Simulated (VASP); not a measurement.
Input for VASP

File KPOINTS:
```
Automatic mesh
0
Gamma
8 8 8
0 0 0
```

File POSCAR:
```
WS2
1
    0.0000000000     2.9534470000     2.9534470000
    2.9534470000     0.0000000000     2.9534470000
    2.9534470000     2.9534470000     0.0000000000
W S
1 2
Direct
  0.0000000000   0.0000000000   0.0000000000
  0.2500000000   0.2500000000   0.2500000000
  0.7500000000   0.7500000000   0.7500000000
```

### INCAR
```
SYSTEM = WS2
PREC = Accurate
ENCUT = 300
EDIFF = 1E-6
NELM = 100
ALGO = Normal
LREAL = .FALSE.
LASPH = .TRUE.
ISMEAR = 0
SIGMA = 0.272
GGA = PE
LMAXMIX = 6
LWAVE = .FALSE.
LCHARG = .FALSE.
ISIF = 2
```

POTCAR, in this order: W_sv S (PBE.64 set). Program: vasp_std.

### Question
Write an equivalent input for Ansatz.

### Answer
One equivalent input (not run):
Ansatz 0.2 input:
```yaml
crystal:
  lattice:
    - [0.0000000, 2.9534470, 2.9534470]
    - [2.9534470, 0.0000000, 2.9534470]
    - [2.9534470, 2.9534470, 0.0000000]
  atoms:
    - { symbol: W, position: [0.0000000, 0.0000000, 0.0000000] }
    - { symbol: S, position: [0.2500000, 0.2500000, 0.2500000] }
    - { symbol: S, position: [0.7500000, 0.7500000, 0.7500000] }
kpoints:
  mp_grid: { grid: [8, 8, 8] }
hamiltonian:
  xc: pbe
  pseudopotentials: { kind: paw }
scf:
  occupations: { method: gaussian, width: 0.272 }
  max_iter: 100
output: { forces: true, stress: true, eigenvalues: true }
```
The two are equivalent in intent, not identical: each code has its own PAW files, so the cut-off isn't converted (ENCUT is set for VASP's; basis.ecutwfc is left out, and Ansatz then takes the one that its files recommend); Ansatz stops its SCF on the density residual and VASP on the energy change (EDIFF).

The structure was generated: WS2 was put into an ordered model structure, which need not be its known phase. The cell was not relaxed at this level, and its volume differs by -5.9 % from the start's.
